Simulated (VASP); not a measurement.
Given:

```
CELL_PARAMETERS angstrom
      4.25923     0.00000     0.00000
      0.00000     4.25923     0.00000
      0.00000     0.00000     4.25923
ATOMIC_POSITIONS crystal
  Cs 0.00000 0.00000 0.00000
  Br 0.50000 0.50000 0.50000
```

Computed with vdW-DF-cx, VASP's PBE PAW potentials (set 64) (plane waves; VASP). Settings: 520 eV cut-off, Gaussian smearing of 0.050 eV, potentials Cs_sv Br.

Unless said otherwise, spin-orbit coupling is left out, though it shifts the bands of the heavy elements here.

### Question
Predict the band gap (along the path) with the smallest direct gap where there is one.

### Answer

- band gap (along the path): 4.58 eV
- smallest direct gap (along the path): 4.58 eV

Total energies compare only between runs with the same potentials, cut-off and functional.

The compound is CsBr in the CsCl type structure. It was relaxed first.
